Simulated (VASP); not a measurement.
A convergence study with VASP on Pd (fcc): a few settings are varied, all else stays as given below, so the limit is that of these other settings. The cell's lengths are 1 % over those of the tabulated start, so it is off equilibrium.

```
CELL_PARAMETERS angstrom
      0.00000     1.96445     1.96445
      1.96445     0.00000     1.96445
      1.96445     1.96445     0.00000
ATOMIC_POSITIONS crystal
  Pd 0.00000 0.00000 0.00000
```

Level of theory: PBEsol GGA, VASP's PBE PAW potentials (set 64) (plane waves; VASP). The last row used: ADDGRID = .TRUE., 500 eV cut-off, 18×18×18 Γ-centred mesh, first-order Methfessel-Paxton smearing of 0.10 eV, potentials Pd.

| setting | E (eV/atom) | pressure (GPa) | plane waves |
|---|---|---|---|
| ADDGRID = unset, ENCUT = 200, PREC = Low | -5.8059 | -67.33 | 113 |
| ADDGRID = unset, ENCUT = 200, PREC = Normal | -5.8053 | -67.36 | 113 |
| ADDGRID = .TRUE., ENCUT = 200, PREC = Normal | -5.8054 | -67.36 | 113 |
| ADDGRID = unset, ENCUT = 200, PREC = Accurate | -5.7993 | -67.25 | 113 |
| ADDGRID = .TRUE., ENCUT = 200, PREC = Accurate | -5.7993 | -67.25 | 113 |
| ADDGRID = unset, ENCUT = 300, PREC = Low | -5.9553 | -7.99 | 190 |
| ADDGRID = unset, ENCUT = 300, PREC = Normal | -5.9544 | -8.04 | 190 |
| ADDGRID = .TRUE., ENCUT = 300, PREC = Normal | -5.9545 | -8.05 | 190 |
| ADDGRID = unset, ENCUT = 300, PREC = Accurate | -5.9544 | -8.08 | 190 |
| ADDGRID = .TRUE., ENCUT = 300, PREC = Accurate | -5.9544 | -8.08 | 190 |
| ADDGRID = unset, ENCUT = 400, PREC = Low | -5.9480 | -8.25 | 291 |
| ADDGRID = unset, ENCUT = 400, PREC = Normal | -5.9471 | -8.31 | 291 |
| ADDGRID = .TRUE., ENCUT = 400, PREC = Normal | -5.9471 | -8.31 | 291 |
| ADDGRID = unset, ENCUT = 400, PREC = Accurate | -5.9471 | -8.32 | 291 |
| ADDGRID = .TRUE., ENCUT = 400, PREC = Accurate | -5.9471 | -8.32 | 291 |
| ADDGRID = unset, ENCUT = 500, PREC = Low | -5.9472 | -7.88 | 397 |
| ADDGRID = unset, ENCUT = 500, PREC = Normal | -5.9469 | -7.90 | 397 |
| ADDGRID = .TRUE., ENCUT = 500, PREC = Normal | -5.9469 | -7.90 | 397 |
| ADDGRID = unset, ENCUT = 500, PREC = Accurate | -5.9469 | -7.90 | 397 |
| ADDGRID = .TRUE., ENCUT = 500, PREC = Accurate | -5.9469 | -7.90 | 397 |

Left out are rungs that failed or repeat a setting and relaxations that didn't move; long series are thinned to 24 rows.

The compound is Pd in the fcc structure. The cell was not relaxed at this level.
